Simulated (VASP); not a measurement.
The system is CaI.

```xyz
2
Lattice="4.3524 0.0000 0.0000 -2.1762 3.7693 0.0000 0.0000 0.0000 4.9739" Properties=species:S:1:pos:R:3 pbc="T T T"
Ca    0.0000    0.0000    2.4869
I     0.0000    0.0000    0.0000
```

The cell was built by a generator and needn't be a form met in nature.

The cell isn't the ideal one: random cell by space group and Wyckoff sites (P6/mmm, No. 191).

* Program: VASP 6.6.1
* Task: relaxation of cell and atoms
* Functional: PBE
* Potentials or basis: VASP PAW PBE potentials, release 64 (Ca_sv, I)
* Cutoff: 600 eV
* k mesh: 6 × 6 × 4
* Occupations: gaussian, width 0.1 eV
* Spin: no spin polarisation

At the start: pressure 15.1 GPa; volume 40.80 Å³/atom.

Problem. Where does the relaxation end?

Solution. Over 10 steps the energy falls by 850.7 meV/atom and the volume is 50.81 Å³/atom (+24.5 %); space group P6/mmm (No. 191, to 0.05 Å).

The path:
```csv
step,energy change (eV),largest force (eV/Å),pressure (GPa),volume (Å³)
1,0.0000,0.0000,15.09,81.60
2,-0.4499,0.0000,-2.87,127.25
3,-1.6821,0.0000,-0.50,100.34
4,-1.6936,0.0000,-0.18,99.26
5,-1.6980,0.0000,0.25,98.02
6,-1.6978,0.0000,0.13,98.35
7,-1.6996,0.0000,0.20,98.86
8,-1.7000,0.0000,0.26,99.27
9,-1.7010,0.0000,0.13,100.36
10,-1.7013,0.0000,-0.02,101.62
```

Final structure:
```
Ca I
1.0
     4.43391    0.00000    0.00000
    -2.21695    3.83988    0.00000
     0.00000    0.00000    5.96882
Ca I
1 1
Direct
  0.00000 0.00000 0.50000
  0.00000 0.00000 0.00000
```

Caveat: the volume moved by over 15 % at a fixed basis, so the end points are rough; an odd number of electrons without spin polarisation forces a metal; a magnetic or distorted state may lie lower.
